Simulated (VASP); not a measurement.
Consider the following.

```yaml
crystal:
  lattice:
    - [2.77197, 0.00000, 0.00000]
    - [0.00000, 2.77197, 0.00000]
    - [0.00000, 0.00000, 3.98853]
  atoms:
    - { symbol: Ti, position: [0.00000, 0.00000, 0.00000] }
    - { symbol: Al, position: [0.50000, 0.50000, 0.50000] }
```

These are LDA (Ceperley-Alder, Perdew-Zunger), VASP's LDA PAW potentials (set 64) (plane waves; VASP) values and carry that method's errors. Settings: 520 eV cut-off, 12×12×8 Γ-centred mesh, first-order Methfessel-Paxton smearing of 0.10 eV, potentials Ti_sv Al.

Task: Estimate the energy per atom (σ→0), band gap (on the k-mesh) with the smallest direct gap where there is one.

Result: 
| Quantity | Result |
|---|---|
| band gap (on the k-mesh) | none (metal, semimetal or under 0.01 eV) |
| energy per atom (σ→0) | -6.794 eV/atom |

Only differences to runs with the same potentials and settings are physical.

The compound is TiAl in the L1_0 structure. It was relaxed first, which changed the volume by -6 %. The start is the result of an earlier pass. The electron count is odd and the run is not spin-polarised, which forces a metal.
